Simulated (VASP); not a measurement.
# I3Ga in VASP: further runs

Runs on I3Ga. Level: PBE. Tasks: single point, relaxation of the atoms.

All numbers are computed with VASP 6.6.1; they aren't measurements. Logs are shortened: lines on timing, memory, paths and dates and some standing lists are left out, and cuts for length are marked.

## 1. The undisturbed molecule

The cell holds a molecule in a box, 4 atoms: a = 12.000 Å, b = 14.000 Å, c = 12.000 Å, α = 90.00°, β = 90.00°, γ = 90.00°.

## 2. Single point, PBE (atoms moved at random, drawn with an rms of 0.05 Å)

Input file INCAR:

```
ALGO = Normal
EDIFF = 1E-6
ENCUT = 520
GGA = PE
ISIF = 2
ISMEAR = 0
LASPH = T
LCHARG = T
LELF = T
LREAL = F
LVACPOTAV = T
LVHAR = T
LWAVE = F
NELM = 80
PREC = Accurate
SIGMA = 0.01
```

Input file KPOINTS:

```
k-points
0
Gamma
  1 1 1
```

Input file POSCAR:

```
GaI3
1.0
   12.0000000000      0.0000000000      0.0000000000
    0.0000000000     14.0000000000      0.0000000000
    0.0000000000      0.0000000000     12.0000000000
I Ga
3 1
Direct
    0.6273190000      0.4778900000      0.6273980000
    0.3726400000      0.3503760000      0.4167030000
    0.4603450000      0.6488180000      0.3800990000
    0.4903740000      0.4943990000      0.4727560000
```

Potentials or basis: VASP PAW PBE potentials, release 64 (I, Ga_d).

Run with:

```bash
$ cat potpaw_PBE.64/I/POTCAR potpaw_PBE.64/Ga_d/POTCAR > POTCAR
$ mpirun -np 1 vasp_gam > vasp.out
```

OUTCAR:

```text
EDIFF = 1E-6
   ENCUT = 520
   GGA = PE
   ISIF = 2
   ISMEAR = 0
   LASPH = T
   LREAL = F
   NELM = 80
   PREC = Accurate

 ion  position               nearest neighbor table
   1  0.627  0.478  0.627-   4 2.49
   2  0.373  0.350  0.417-   4 2.55
   3  0.460  0.649  0.380-   4 2.46
   4  0.490  0.494  0.473-   3 2.46   1 2.49   2 2.55

  LATTYP: Found a simple tetragonal cell.
 ALAT       =    12.0000000000
 C/A-ratio  =     1.1666666667

  Lattice vectors:

 A1 = ( -12.0000000000,   0.0000000000,   0.0000000000)
 A2 = (   0.0000000000,   0.0000000000,  12.0000000000)
 A3 = (   0.0000000000,  14.0000000000,   0.0000000000)

Analysis of symmetry for initial positions (statically):
=====================================================================
 Subroutine PRICEL returns:
 Original cell was already a primitive cell.

 Routine SETGRP: Setting up the symmetry group for a
 simple tetragonal supercell.

 Subroutine GETGRP returns: Found  1 space group operations
 (whereof  1 operations were pure point group operations)
 out of a pool of 16 trial point group operations.

The static configuration has the point symmetry C_1 .

Analysis of symmetry for dynamics (positions and initial velocities):
=====================================================================
 Subroutine PRICEL returns:
 Original cell was already a primitive cell.

 Routine SETGRP: Setting up the symmetry group for a
 simple tetragonal supercell.

 Subroutine GETGRP returns: Found  1 space group operations
 (whereof  1 operations were pure point group operations)
 out of a pool of 16 trial point group operations.

The dynamic configuration has the point symmetry C_1 .

 Subroutine INISYM returns: Found  1 space group operations
 (whereof  1 operations are pure point group operations),
 and found     1 'primitive' translations

----------------------------------------------------------------------------------------

                                     Primitive cell

  volume of cell :    2016.0000

  direct lattice vectors                    reciprocal lattice vectors
    12.000000000  0.000000000  0.000000000     0.083333333  0.000000000  0.000000000
     0.000000000 14.000000000  0.000000000     0.000000000  0.071428571  0.000000000
     0.000000000  0.000000000 12.000000000     0.000000000  0.000000000  0.083333333

  length of vectors
    12.000000000 14.000000000 12.000000000     0.083333333  0.071428571  0.083333333

  position of ions in fractional coordinates (direct lattice)
     0.627319000  0.477890000  0.627398000
     0.372640000  0.350376000  0.416703000
     0.460345000  0.648818000  0.380099000
     0.490374000  0.494399000  0.472756000

  ion indices of the primitive-cell ions
   primitive index   ion index
                 1           1
                 2           2
                 3           3
                 4           4

----------------------------------------------------------------------------------------

 KPOINTS: k-points

Automatic generation of k-mesh.
 Grid dimensions read from file:
 generate k-points for:    1    1    1

 Generating k-lattice:

  Cartesian coordinates                     Fractional coordinates (reciprocal lattice)
     0.083333333  0.000000000  0.000000000     1.000000000  0.000000000  0.000000000
     0.000000000  0.071428571  0.000000000     0.000000000  1.000000000  0.000000000
     0.000000000  0.000000000  0.083333333     0.000000000  0.000000000  1.000000000

  Length of vectors
     0.083333333  0.071428571  0.083333333

  Shift w.r.t. Gamma in fractional coordinates (k-lattice)
     0.000000000  0.000000000  0.000000000

 Subroutine IBZKPT returns following result:
 ===========================================

 Found      1 irreducible k-points:

 Following reciprocal coordinates:
            Coordinates               Weight
  0.000000  0.000000  0.000000      1.000000
   k-points           NKPTS =      1   k-points in BZ     NKDIM =      1   number of bands    NBANDS=     21
   number of dos      NEDOS =    301   number of ions     NIONS =      4
   total plane-waves  NPLWV = 874800
   dimension x,y,z NGX =    90 NGY =  108 NGZ =   90
   dimension x,y,z NGXF=   180 NGYF=  216 NGZF=  180
   ions per type =               3   1
   NGX,Y,Z   is equivalent  to a cutoff of  12.47, 12.82, 12.47 a.u.
   NGXF,Y,Z  is equivalent  to a cutoff of  24.94, 25.65, 24.94 a.u.
 SYSTEM =  unknown system
   PREC   = accura    normal or accurate (medium, high low for compatibility)
   ISTART =      0    job   : 0-new  1-cont  2-samecut
   ICHARG =      2    charge: 1-file 2-atom 10-const
   ISPIN  =      1    spin polarized calculation?
   LNONCOLLINEAR =      F non collinear calculations
   LSORBIT =      F    spin-orbit coupling
   LASPH  =      T    aspherical Exc in radial PAW
   ENCUT  =  520.0 eV  38.22 Ry    6.18 a.u.  22.31 26.03 22.31*2*pi/ulx,y,z
   NELM   =     80;   NELMIN=  2; NELMDL= -5     # of ELM steps
   EDIFF  = 0.1E-05   stopping-criterion for ELM
   LREAL  =      F    real-space projection
   EDIFFG = 0.1E-04   stopping-criterion for IOM
   NSW    =      0    number of steps for IOM
   IBRION =     -1    ionic relax: 0-MD 1-quasi-New 2-CG
   NFREE  =      0    steps in history (QN), initial steepest desc. (CG)
   ISIF   =      2    stress and relaxation
   ISYM   =      2    0-nonsym 1-usesym 2-fastsym
   POTIM  = 0.5000    time-step for ionic-motion
   TEBEG  =    0.0;   TEEND  =   0.0 temperature during run
   PSTRESS=    0.0 pullay stress
   NELECT =      34.0000    total number of electrons
   NUPDOWN=      -1.0000    fix difference up-down
   EMIN   =  10.00;   EMAX   =-10.00  energy-range for DOS
   EFERMI =   0.00;   METHOD = LEGACY
   ISMEAR =     0;   SIGMA  =   0.01  broadening in eV -4-tet -1-fermi 0-gaus
   EFERMI_NEDOS =   21; number of points for ismear=-14 and -15
   IALGO  =     38    algorithm
   IMIX   =      4    mixing-type and parameters
     AMIX     =   0.40;   BMIX     =  1.00
     AMIX_MAG =   1.60;   BMIX_MAG =  1.00
  volume/ion in A,a.u.               =     504.00      3401.16
  Fermi-wavevector in a.u.,A,eV,Ry     =   0.419828  0.793359  2.398097  0.176255
  Thomas-Fermi vector in A             =   1.381622
   LORBIT       =      0    0 simple, 1 ext, 2 COOP (PROOUT), +10 PAW based schemes
   GGA     = PE    functional components
   LHFCALC =     F    Hartree Fock is set to
   AEXX    =    0.0000 exact exchange contribution
   IVDW    =     0    specifies the selected vdW correction
   LEPSILON=     F    determine dielectric tensor
   LRPA    =     F    only Hartree local field effects (RPA)
 non-spin polarized calculation
 Gauss-broadening in eV      SIGMA  =   0.01
  energy-cutoff  :      520.00
  volume of cell :     2016.00
 maximum number of plane-waves:     27133
 NGX is ok and might be reduce to    90
   NGX = 45   NGY = 53   NGZ = 45

 number of electron      34.0000003 magnetization

 Free energy of the ion-electron system (eV)
  ---------------------------------------------------
  ext. energy  EPLUGINS =         0.00000000
  ---------------------------------------------------
  free energy    TOTEN  =        -9.08513411 eV

  energy without entropy =       -9.08513411  energy(sigma->0) =       -9.08513411

 E-fermi :  -5.9302     XC(G=0):  -1.1926

 val. band max:       -6.0309955092   @ k =   0.0000   0.0000   0.0000
 cond. band min:      -3.0182488488   @ k =   0.0000   0.0000   0.0000
 fundamental gap:      3.0127466604
 Fermi energy:        -5.9302184316

 k-point     1 :       0.0000    0.0000    0.0000
  band No.  band energies     occupation
      1     -20.3031      2.00000
      2     -20.2024      2.00000
      3     -20.1859      2.00000
      4     -20.1803      2.00000
      5     -20.1746      2.00000
      6     -17.2918      2.00000
[... 13 lines left out ...]
     20      -0.2304      0.00000
     21       0.0479      0.00000

------------------------ aborting loop because EDIFF is reached ----------------------------------------

  FORCE on cell =-STRESS in cart. coord.  units (eV):
  Direction    XX          YY          ZZ          XY          YZ          ZX
  --------------------------------------------------------------------------------------
  -------------------------------------------------------------------------------------
  Total       -0.4157461     -0.2535956      0.0306593     -0.6718084     -0.5692910     -0.1644956
  in kB       -0.3304062     -0.2015403      0.0243659     -0.5339068     -0.4524331     -0.1307297
  external PRESSURE =      -0.1691935 kB  Pullay stress =       0.0000000 kB

 VOLUME and BASIS-vectors are now :
 -----------------------------------------------------------------------------
  energy-cutoff  :      520.00
  volume of cell :     2016.00
      direct lattice vectors                 reciprocal lattice vectors
    12.000000000  0.000000000  0.000000000     0.083333333  0.000000000  0.000000000
     0.000000000 14.000000000  0.000000000     0.000000000  0.071428571  0.000000000
     0.000000000  0.000000000 12.000000000     0.000000000  0.000000000  0.083333333

 POSITION                                       TOTAL-FORCE (eV/Angst)
 -----------------------------------------------------------------------------------
      7.52783      6.69046      7.52878         0.003883     -0.007222     -0.025519
      4.47168      4.90526      5.00044         0.301475      0.400798      0.124620
      5.52414      9.08345      4.56119        -0.028431      0.257575     -0.149905
      5.88449      6.92159      5.67307        -0.276927     -0.651151      0.050804
 -----------------------------------------------------------------------------------
    total drift:                               -0.000321     -0.000282     -0.000424

  FREE ENERGIE OF THE ION-ELECTRON SYSTEM (eV)
  ---------------------------------------------------
  free  energy   TOTEN  =        -9.0851341095 eV

  energy  without entropy=       -9.0851341095  energy(sigma->0) =       -9.08513411
```

Wall time 1.8 min (1 thread of AMD EPYC 9R45 (Zen 5), shared host); peak memory 1.4 GiB.

What came out:

- Free energy: -9.0851 eV
- Largest force: 0.709 eV/Å
- Gap between the frontier levels: 3.01 eV

Forces on the atoms (eV/Å):
```
I    0.004 -0.007 -0.026
I    0.301  0.401  0.125
I   -0.028  0.258 -0.150
Ga  -0.277 -0.651  0.051
```

Levels at points of the mesh, in eV from the valence-band top:
```
           k point  band 13  band 14  band 15  band 16  band 17  band 18  band 19  band 20  band 21
(0.00, 0.00, 0.00)    -0.40    -0.38    -0.32    -0.25     0.00     3.01     3.89     5.80     6.08
```

Caveat: spin-orbit coupling is left out, which moves the levels of the heavy elements.

## 3. Relaxation of the atoms, PBE (atoms moved at random, drawn with an rms of 0.02 Å)

Input file INCAR:

```
PREC = Accurate
ENCUT = 520
EDIFF = 1E-7
ISMEAR = 0
SIGMA = 0.01
LREAL = False
LASPH = True
NELM = 80
ALGO = Normal
ISIF = 2
LWAVE = False
LCHARG = False
GGA = PE
IBRION = 2
NSW = 60
EDIFFG = -0.01
```

Input file KPOINTS:

```
regular mesh
0
Gamma
  1 1 1
```

Input file POSCAR:

```
GaI3
1.0
   12.0000000000      0.0000000000      0.0000000000
    0.0000000000     14.0000000000      0.0000000000
    0.0000000000      0.0000000000     12.0000000000
I Ga
3 1
Direct
    0.6236240000      0.4792960000      0.6250520000
    0.3771690000      0.3558070000      0.4145510000
    0.4596270000      0.6496070000      0.3794790000
    0.4878770000      0.4927560000      0.4744950000
```

Potentials or basis: VASP PAW PBE potentials, release 64 (I, Ga_d).

Run with:

```bash
$ cat potpaw_PBE.64/I/POTCAR potpaw_PBE.64/Ga_d/POTCAR > POTCAR
$ mpirun -np 1 vasp_gam > vasp.out
```

Run time: 10 min. Hardware: 1 thread of AMD EPYC 9R45 (Zen 5), shared host; peak memory 1.7 GiB.

It converged, with:

* Free energy: -9.1079 eV
* Energy gained by relaxing: 6.4 meV/atom
* Ionic steps: 13
* Largest force after relaxing: 0.005 eV/Å
* Gap between the frontier levels: 3.10 eV

Forces in eV/Å, atoms in the order of the input:
```
I   -0.004  0.000 -0.003
I    0.002  0.003  0.002
I    0.001 -0.003  0.003
Ga   0.001  0.000 -0.002
```

The path:
```tsv
step	energy change (eV)	largest force (eV/Å)	pressure (GPa)
1	0.0000	0.5612	0.07
2	-0.0221	0.2147	0.03
3	-0.0222	0.2337	0.03
4	-0.0250	0.0744	0.01
5	-0.0253	0.0212	0.00
6	-0.0253	0.0182	0.00
7	-0.0254	0.0114	0.00
8	-0.0254	0.0193	0.00
9	-0.0254	0.0179	0.00
10	-0.0254	0.0136	0.00
11	-0.0255	0.0171	0.00
12	-0.0255	0.0138	0.00
13	-0.0255	0.0046	0.00
```

Final structure:
```yaml
crystal:
  lattice:
    - [12.00000, 0.00000, 0.00000]
    - [0.00000, 14.00000, 0.00000]
    - [0.00000, 0.00000, 12.00000]
  atoms:
    - { symbol: I, position: [0.62545, 0.47894, 0.62698] }
    - { symbol: I, position: [0.37583, 0.35314, 0.41408] }
    - { symbol: I, position: [0.45996, 0.65101, 0.37905] }
    - { symbol: Ga, position: [0.48706, 0.49437, 0.47347] }
```

Levels at points of the mesh, in eV from the valence-band top:
```tsv
k point	band 15	band 16	band 17	band 18	band 19	band 20
(0.00, 0.00, 0.00)	-0.31	-0.31	0.00	3.10	3.92	5.82
```

Caveat: spin-orbit coupling is left out, which moves the levels of the heavy elements.

## 4. For comparison

An earlier run on the cell as given: functional PBE; potentials or basis VASP PAW PBE potentials, release 64 (I, Ga_d); cutoff 520 eV; k mesh 1 × 1 × 1; occupations gaussian, width 0.01 eV; no spin polarisation.

- Largest force: 0.226 eV/Å
- Gap between the frontier levels: 3.23 eV

## 5. Summary

| task | cell | gap on the mesh (eV) | largest force (eV/Å) |
| --- | --- | --- | --- |
| single point | atoms moved at random, drawn with an rms of 0.05 Å | 3.01 | 0.71 |
| relaxation of the atoms | atoms relaxed from: atoms moved at random, drawn with an rms of 0.02 Å | 3.10 | - |
| single point | as given | 3.23 | 0.23 |

Alike in all rows: level PBE; potentials or basis VASP PAW PBE potentials, release 64 (I, Ga_d); no spin polarisation; k mesh 1 × 1 × 1; cutoff (eV) 520; smearing gaussian 0.01 eV.

Caveats: spin-orbit coupling is left out, which moves the levels of the heavy elements.

Absolute energies hang on the potentials; compare differences alone.
